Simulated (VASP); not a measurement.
A convergence study with VASP on C (diamond): one setting is varied, all else stays as given below, so the limit is that of these other settings.

```
CELL_PARAMETERS angstrom
      0.00000     1.78350     1.78350
      1.78350     0.00000     1.78350
      1.78350     1.78350     0.00000
ATOMIC_POSITIONS crystal
  C  0.00000 0.00000 0.00000
  C  0.25000 0.25000 0.25000
```

Calculation: LDA (Ceperley-Alder, Perdew-Zunger), VASP's LDA PAW potentials (set 64) (plane waves; VASP). The tightest run used: 700 eV cut-off, 18×18×18 Monkhorst-Pack mesh, Gaussian smearing of 0.050 eV, potentials C.

| setting | E (eV/atom) | pressure (GPa) | irreducible k-points |
|---|---|---|---|
| 1×1×1 mesh | 4.7586 | 315.34 | 1 |
| 2×2×2 mesh | -10.0838 | -12.88 | 2 |
| 3×3×3 mesh | -9.8377 | -7.73 | 4 |
| 4×4×4 mesh | -10.1244 | -12.69 | 10 |
| 5×5×5 mesh | -10.1074 | -12.41 | 10 |

Problem. These are the cheaper rows. Estimate the results at 18×18×18 mesh, and how far the last row shown lies from them.

Solution. 
| quantity | tightest run | last row shown is off by |
|---|---|---|
| E (eV/atom) | -10.1241 | 0.0167 |
| pressure (GPa) | -12.67 | 0.26 |

Left out are rungs that failed or repeat a setting and relaxations that didn't move; long series are thinned to 24 rows.

The compound is C in the diamond structure. The cell was not relaxed at this level.
